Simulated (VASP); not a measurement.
Here is the system:

```yaml
crystal:
  lattice:
    - [0.00000, 2.81411, 2.81411]
    - [2.81411, 0.00000, 2.81411]
    - [2.81411, 2.81411, 0.00000]
  atoms:
    - { symbol: Cd, position: [0.00000, 0.00000, 0.00000] }
    - { symbol: Se, position: [0.50000, 0.50000, 0.50000] }
```

Calculation: PBEsol GGA, VASP's PBE PAW potentials (set 64) (plane waves; VASP 6.6.1). Settings: 400 eV cut-off, 10×10×10 Γ-centred mesh, first-order Methfessel-Paxton smearing of 0.10 eV, potentials Cd Se.

Estimate the energy per atom (σ→0), band gap (on the k-mesh) with the smallest direct gap where there is one.

The band gap (on the k-mesh) is none (metal, semimetal or under 0.01 eV). The energy per atom (σ→0) comes out as -2.994 eV/atom.

The absolute energy has meaning only against runs of the same code, potentials and settings.

The structure was generated: CdSe was put into the rock salt type (Fm-3m), which need not be its known phase. It was relaxed first. The start is the result of an earlier pass.
